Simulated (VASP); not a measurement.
Input for VASP

**KPOINTS**
```
Regular mesh
0
Gamma
  8 8 12
```

**POSCAR**
```
VO2
4.5406660
  0.9999999186   0.0000000000   0.0000000000
  0.0000000000   0.9999999186   0.0000000000
  0.0000000000   0.0000000000   0.6179563688
V O
2 4
direct
  1.0000000000   0.0000000000   0.0000000000
  0.5000000000   0.5000000000   0.5000000000
  0.2988632818   0.2988632818   1.0000000000
  0.7988632818   0.2011367182   0.5000000000
  0.2011367182   0.7988632818   0.5000000000
  0.7011367182   0.7011367182   0.0000000000
```

**INCAR**
```
SYSTEM = VO2
PREC = Accurate
ENCUT = 520
EDIFF = 1E-7
NELM = 100
ALGO = Normal
LREAL = .FALSE.
LASPH = .TRUE.
ISMEAR = -5
GGA = PS
LMAXMIX = 4
ISPIN = 2
MAGMOM = 1.0 1.0 -0.0 -0.0 -0.0 -0.0
LORBIT = 11
LWAVE = .FALSE.
LCHARG = .TRUE.
NEDOS = 601
ISIF = 2
```

POTCAR, in this order: V_sv O (PBE.64 set). Program: vasp_std.

Task: Write an equivalent input for Quantum ESPRESSO's pw.x.

Result: One equivalent input (not run):
```
&CONTROL
  calculation = 'scf'
  pseudo_dir = './pseudo'
  outdir = './out'
  tprnfor = .true.
  tstress = .true.
/
&SYSTEM
  ibrav = 0
  nat = 6
  ntyp = 2
  ecutwfc = 84
  occupations = 'tetrahedra'
  input_dft = 'pbesol'
  nspin = 2
  starting_magnetization(1) = 0.1
/
&ELECTRONS
  conv_thr = 7.3e-09
  electron_maxstep = 100
/
ATOMIC_SPECIES
  V 50.941 V.upf
  O 15.999 O.upf
CELL_PARAMETERS angstrom
     4.5406656   -0.0000000    0.0000000
     0.0000000    4.5406656    0.0000000
     0.0000000    0.0000000    2.8059335
ATOMIC_POSITIONS crystal
  V    1.0000000  0.0000000  0.0000000
  V    0.5000000  0.5000000  0.5000000
  O    0.2988633  0.2988633  1.0000000
  O    0.7988633  0.2011367  0.5000000
  O    0.2011367  0.7988633  0.5000000
  O    0.7011367  0.7011367  0.0000000
K_POINTS automatic
  8 8 12 0 0 0
```
Limits of the translation: the potentials are each code's own (VASP's PAW set, PseudoDojo norm-conserving files in pw.x), so ENCUT and ecutwfc are chosen apart and not converted; conv_thr bounds pw.x's estimated SCF error, while EDIFF bounds the energy change between steps; starting_magnetization is a fraction of the valence charge and MAGMOM a moment in μB, so they match only roughly.

The structure was generated: VO2 was put into the rutile type (P4_2/mnm), which need not be its known phase. It was relaxed first.
